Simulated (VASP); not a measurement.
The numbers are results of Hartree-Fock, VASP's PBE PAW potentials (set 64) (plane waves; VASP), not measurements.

VASP ran on this input.

INCAR:
```
# general
SYSTEM   = GaP
PREC     = Accurate
ENCUT    = 520   # plane-wave cut-off (eV)
LREAL    = F   # projection in real space or not
LASPH    = T   # aspherical one-centre terms
ISYM     = 3

# electronic loop
EDIFF    = 1E-6   # SCF stop (eV)
NELM     = 60   # most electronic steps
ALGO     = Normal   # blocked Davidson
LMAXMIX  = 4   # l cut-off of mixed one-centre charges

# smearing
ISMEAR   = 0   # Gaussian
SIGMA    = 0.05   # width (eV)

# functional
GGA      = PE
AGGAC    = 0.0
ALDAC    = 0.0
LHFCALC  = T
AEXX     = 1.0
HFRCUT   = -1
PRECFOCK = Fast

# ions
ISIF     = 2   # forces and stress, cell fixed

# output
LWAVE    = F
LCHARG   = F
```

POSCAR:
```
GaP
1
    0.0000000000     2.7529443306     2.7529443306
    2.7529443306     0.0000000000     2.7529443306
    2.7529443306     2.7529443306     0.0000000000
Ga P
1 1
Direct
  0.0000000000   0.0000000000   0.0000000000
  0.2500000000   0.2500000000   0.2500000000
```

File KPOINTS:
```
Regular mesh
0
gamma
 6 6 6
```

File KPOINTS_OPT:
```
named points and PBE's band edges
8
Reciprocal
  0.000000   0.000000   0.000000 1 ! GAMMA
 -0.500000  -0.500000   0.000000 1 ! X
  0.000000   0.000000   0.500000 1 ! L
 -0.500000  -0.250000   0.250000 1 ! W
 -0.375000   0.000000   0.375000 1 ! K
 -0.375000  -0.375000   0.250000 1 ! U
  0.000000   0.000000   0.035710 1 ! near an edge
 -0.026790   0.000000   0.026790 1 ! near an edge
```

POTCAR, in this order: Ga_d P (PBE.64 set). Program: vasp_std. Read from the step before: WAVECAR.

Problem. What will the output report for the number of irreducible k-points (NKPTS), largest plane-wave count, number of space-group operations, FFT grid (NGX, NGY, NGZ)?

Solution. 
The number of irreducible k-points (NKPTS) is 16. The largest plane-wave count is 1158, the number of space-group operations is 24 and the FFT grid (NGX, NGY, NGZ) comes out as 30 × 30 × 30.

The compound is GaP in the zinc blende structure. It was relaxed first.
